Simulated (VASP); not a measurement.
An input for Quantum ESPRESSO's pw.x (written as the equivalent of a VASP run, and not itself run):

```
&CONTROL
  calculation = 'scf'
  pseudo_dir = './pseudo'
  outdir = './out'
  tprnfor = .true.
  tstress = .true.
/
&SYSTEM
  ibrav = 0
  nat = 2
  ntyp = 2
  ecutwfc = 82
  occupations = 'smearing'
  smearing = 'methfessel-paxton'
  degauss = 0.00735
  input_dft = 'pz'
/
&ELECTRONS
  conv_thr = 7.3e-09
  electron_maxstep = 100
/
ATOMIC_SPECIES
  Zr 91.224 Zr.upf
  C 12.011 C.upf
CELL_PARAMETERS angstrom
     0.0000000    2.3683980    2.3683980
     2.3683980    0.0000000    2.3683980
     2.3683980    2.3683980    0.0000000
ATOMIC_POSITIONS crystal
  Zr   0.0000000  0.0000000  0.0000000
  C    0.5000000  0.5000000  0.5000000
K_POINTS automatic
  14 14 14 0 0 0
```

Write the VASP files for the same calculation (LDA).

This is not unique; one that fits is 
### POSCAR
```
ZrC
1
    0.0000000000     2.3683980365     2.3683980365
    2.3683980365     0.0000000000     2.3683980365
    2.3683980365     2.3683980365     0.0000000000
Zr C
1 1
Direct
  0.0000000000   0.0000000000   0.0000000000
  0.5000000000   0.5000000000   0.5000000000
```

### INCAR
```
! general
SYSTEM  = ZrC
PREC    = Accurate
ENCUT   = 520
LREAL   = .FALSE.
LASPH   = .TRUE.

! electronic loop
EDIFF   = 1E-7
NELM    = 100
ALGO    = Normal   ! blocked Davidson
LMAXMIX = 4

! smearing
ISMEAR  = 1
SIGMA   = 0.1   ! width (eV)

! ions
ISIF    = 2   ! forces and stress, cell fixed

! output
LWAVE   = .FALSE.
LCHARG  = .FALSE.
```

File KPOINTS:
```
Automatic mesh
0
Gamma
14 14 14
0 0 0
```

POTCAR, in this order: Zr_sv C (LDA.64 set). Program: vasp_std.

What does not carry over: the potentials are each code's own (VASP's PAW set, PseudoDojo norm-conserving files in pw.x), so ENCUT and ecutwfc are chosen apart and not converted; conv_thr bounds pw.x's estimated SCF error, while EDIFF bounds the energy change between steps.

The compound is ZrC in the rock salt structure. This cell is one point of a volume scan, at 1.06 of the reference volume.
